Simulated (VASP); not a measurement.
Output of a VASP run:

**OUTCAR**
```
 ion  position               nearest neighbor table
   1  0.999  0.999  0.001-   2 2.58   2 2.58   4 2.60   3 2.60
   2  0.136  0.136  0.229-   6 2.44   7 2.44   1 2.58   1 2.58
   3  0.130  0.609  0.261-   6 2.47   6 2.47   8 2.47   1 2.60
   4  0.609  0.130  0.261-   7 2.47   7 2.47   8 2.47   1 2.60
   5  0.625  0.625  0.250-   6 2.50   7 2.50   8 2.50   8 2.50
   6  1.000  0.501  1.000-   2 2.44   3 2.47   3 2.47   5 2.50
   7  0.501  1.000  1.000-   2 2.44   4 2.47   4 2.47   5 2.50
   8  0.500  0.500  1.000-   3 2.47   4 2.47   5 2.50   5 2.50
  LATTYP: Found a base centered orthorhombic cell.
 ALAT       =     8.1809583712
 B/A-ratio  =     1.4110095069
 C/A-ratio  =     0.5000554840
 Subroutine PRICEL returns:
 Original cell was already a primitive cell.
 Subroutine GETGRP returns: Found  4 space group operations
The static configuration has the point symmetry C_2v.
The dynamic configuration has the point symmetry C_2v.
 Subroutine INISYM returns: Found  4 space group operations
 Subroutine IBZKPT returns following result:
 Found     33 irreducible k-points:

 Following reciprocal coordinates:
            Coordinates               Weight
  0.000000  0.000000  0.000000      1.000000
  0.250000  0.000000  0.000000      4.000000
  0.500000  0.000000  0.000000      2.000000
  0.250000  0.250000  0.000000      2.000000
  0.500000  0.250000  0.000000      4.000000
 -0.250000  0.250000  0.000000      2.000000
  0.500000  0.500000  0.000000      1.000000
  0.000000  0.000000  0.125000      4.000000
  0.250000  0.000000  0.125000      4.000000
  0.500000  0.000000  0.125000      8.000000
 -0.250000 -0.000000  0.125000      8.000000
  0.500000  0.500000  0.125000      4.000000
 -0.250000  0.500000  0.125000      4.000000
  0.000000  0.000000  0.250000      4.000000
  0.250000  0.000000  0.250000      8.000000
  0.500000  0.000000  0.250000      4.000000
 -0.250000 -0.000000  0.250000      8.000000
  0.250000  0.250000  0.250000      2.000000
 -0.250000  0.250000  0.250000      4.000000
 -0.250000 -0.250000  0.250000      2.000000
  0.000000  0.000000  0.375000      4.000000
  0.250000  0.000000  0.375000      8.000000
  0.500000  0.000000  0.375000      8.000000
 -0.250000  0.000000  0.375000      4.000000
  0.250000  0.250000  0.375000      4.000000
  0.500000  0.250000  0.375000      4.000000
  0.000000  0.000000  0.500000      1.000000
  0.250000  0.000000  0.500000      4.000000
  0.500000  0.000000  0.500000      2.000000
  0.250000  0.250000  0.500000      2.000000
  0.500000  0.250000  0.500000      4.000000
 -0.250000  0.250000  0.500000      2.000000
  0.500000  0.500000  0.500000      1.000000
   k-points           NKPTS =     33   k-points in BZ     NKDIM =     33   number of bands    NBANDS=     26
   number of dos      NEDOS =    601   number of ions     NIONS =      8
   total plane-waves  NPLWV =  81648
   dimension x,y,z NGX =    54 NGY =   54 NGZ =   28
   dimension x,y,z NGXF=   108 NGYF=  108 NGZF=   56
   ions per type =               1   4   3
   PREC   = accura    normal or accurate (medium, high low for compatibility)
   ISTART =      0    job   : 0-new  1-cont  2-samecut
   ICHARG =      2    charge: 1-file 2-atom 10-const
   ISPIN  =      1    spin polarized calculation?
   LNONCOLLINEAR =      F non collinear calculations
   LSORBIT =      F    spin-orbit coupling
   INIWAV =      1    electr: 0-lowe 1-rand  2-diag
   ENCUT  =  400.0 eV  29.40 Ry    5.42 a.u.  13.33 13.33  6.67*2*pi/ulx,y,z
   NELM   =    100;   NELMIN=  2; NELMDL= -5     # of ELM steps
   EDIFF  = 0.1E-06   stopping-criterion for ELM
   LREAL  =      F    real-space projection
   NLSPLINE    = F    spline interpolate recip. space projectors
   LMAXMIX     =    4 max onsite mixed and CHGCAR
   VOSKOWN=      0    Vosko Wilk Nusair interpolation
   EDIFFG = 0.1E-05   stopping-criterion for IOM
   NSW    =      0    number of steps for IOM
   NBLOCK =      1;   KBLOCK =      1    inner block; outer block
...
```

**OSZICAR**
```
       N       E                     dE             d eps       ncg     rms          rms(c)
DAV:   1     0.222914390757E+03    0.22291E+03   -0.14422E+04  1716   0.116E+03
DAV:   2    -0.171647873992E+02   -0.24008E+03   -0.23479E+03  2018   0.271E+02
DAV:   3    -0.389844700915E+02   -0.21820E+02   -0.21641E+02  2188   0.862E+01
DAV:   4    -0.396704786895E+02   -0.68601E+00   -0.68451E+00  2190   0.177E+01
DAV:   5    -0.396980817737E+02   -0.27603E-01   -0.27597E-01  2648   0.327E+00    0.732E+00
DAV:   6    -0.387378104495E+02    0.96027E+00   -0.17737E+00  2582   0.146E+01    0.433E+00
DAV:   7    -0.385782360671E+02    0.15957E+00   -0.90978E-01  2474   0.509E+00    0.119E+00
DAV:   8    -0.385689150172E+02    0.93210E-02   -0.64380E-02  2392   0.238E+00    0.683E-01
DAV:   9    -0.385691998688E+02   -0.28485E-03   -0.60285E-03  2236   0.654E-01    0.170E-01
DAV:  10    -0.385692446498E+02   -0.44781E-04   -0.43289E-04  2648   0.142E-01    0.120E-01
DAV:  11    -0.385693263986E+02   -0.81749E-04   -0.15599E-04  2042   0.896E-02    0.455E-02
DAV:  12    -0.385693275876E+02   -0.11890E-05   -0.19830E-05  2356   0.428E-02    0.292E-02
DAV:  13    -0.385693276182E+02   -0.30599E-07   -0.11992E-06  2200   0.716E-03    0.213E-02
DAV:  14    -0.385693276592E+02   -0.40970E-07   -0.14503E-06  2094   0.102E-02    0.304E-03
DAV:  15    -0.385693276572E+02    0.19381E-08   -0.10079E-07  1310   0.213E-03
   1 F= -.38569328E+02 E0= -.38569328E+02  d E =0.000000E+00
```

### OUTCAR
```
------------------------ aborting loop because EDIFF is reached ----------------------------------------
  FORCE on cell =-STRESS in cart. coord.  units (eV):
  Direction    XX          YY          ZZ          XY          YZ          ZX
  --------------------------------------------------------------------------------------
  Total       -0.0798319     -0.0798319      0.0343079      0.0085209     -0.0000000     -0.0000000
  in kB       -0.6621503     -0.6621503      0.2845602      0.0706749     -0.0000000     -0.0000000
  external PRESSURE =      -0.3465801 kB  Pullay stress =       0.0000000 kB
  volume of cell :      193.17
      direct lattice vectors                 reciprocal lattice vectors
     0.000320965  5.785132106  5.771705019    -0.086433245  0.086433245  0.086629514
     5.785132106  0.000320965  5.771705019     0.086433245 -0.086433245  0.086629514
     2.892726535  2.892726535  0.000000000     0.172847310  0.172847310 -0.173259028
 POSITION                                       TOTAL-FORCE (eV/Angst)
 -----------------------------------------------------------------------------------
      5.78545      5.78545     11.53562         0.000000      0.000000     -0.021109
      1.44636      1.44636      1.56612        -0.000000     -0.000000      0.007580
      4.27931      1.50614      4.26735        -0.001910      0.001910      0.015886
      1.50614      4.27931      4.26735         0.001910     -0.001910      0.015886
      4.33909      4.33909      7.21473         0.000000      0.000000     -0.001247
      5.78963      8.67400      8.65983         0.012846     -0.012846     -0.009606
      8.67400      5.78963      8.65983        -0.012846      0.012846     -0.009606
      5.78545      5.78545      5.77451        -0.000000     -0.000000      0.002215
 -----------------------------------------------------------------------------------
    total drift:                                0.000039      0.000039      0.000327
  FREE ENERGIE OF THE ION-ELECTRON SYSTEM (eV)
  ---------------------------------------------------
  free  energy   TOTEN  =       -38.5693276572 eV

  energy  without entropy=      -38.5693276572  energy(sigma->0) =      -38.56932766

 total charge

# of ion       s       p       d       tot
------------------------------------------
    1        0.846   0.780   9.892  11.518
    2        1.208   1.645   0.025   2.878
    3        1.204   1.641   0.024   2.868
    4        1.204   1.641   0.024   2.868
    5        1.199   1.636   0.021   2.856
    6        0.402   0.358   0.000   0.761
    7        0.402   0.358   0.000   0.761
    8        0.402   0.350   0.000   0.752
--------------------------------------------------
tot          6.867   8.410   9.986  25.263
```
(Selected blocks of OUTCAR.)

File POSCAR:
```
Al3InAs4
1
    0.0003209647     5.7851321056     5.7717050188
    5.7851321056     0.0003209647     5.7717050188
    2.8927265352     2.8927265352    -0.0000000000
In As Al
1 4 3
Direct
  0.9993250178   0.9993250178   0.0013499644
  0.1356724144   0.1356724144   0.2286551712
  0.1299839596   0.6093726911   0.2606433493
  0.6093726911   0.1299839596   0.2606433493
  0.6250089003   0.6250089003   0.2499821993
  0.9995022718   0.5008918318   0.9996058965
  0.5008918318   0.9995022718   0.9996058965
  0.5002429131   0.5002429131   0.9995141736
```

Task: Reconstruct the remaining input files.

Result: One answer among several that fit: the input of the run itself, PBEsol GGA, plane waves, VASP's PBE PAW potentials (set 64).

INCAR:
```
ALGO = Normal
EDIFF = 1E-7
ENCUT = 400
GGA = PS
ISIF = 2
ISMEAR = -5
LASPH = .True.
LCHARG = .True.
LMAXMIX = 4
LORBIT = 11
LREAL = .False.
LWAVE = .False.
NEDOS = 601
NELM = 100
PREC = Accurate
SYSTEM = Al3InAs4
```

### KPOINTS
```
Automatic mesh
0
Gamma
4 4 8
0 0 0
```

POTCAR, in this order: In_d As Al (PBE.64 set). Program: vasp_std.

The structure was generated: Al3InAs4 was put into an ordered model structure (Amm2), which need not be its known phase. It was relaxed first.
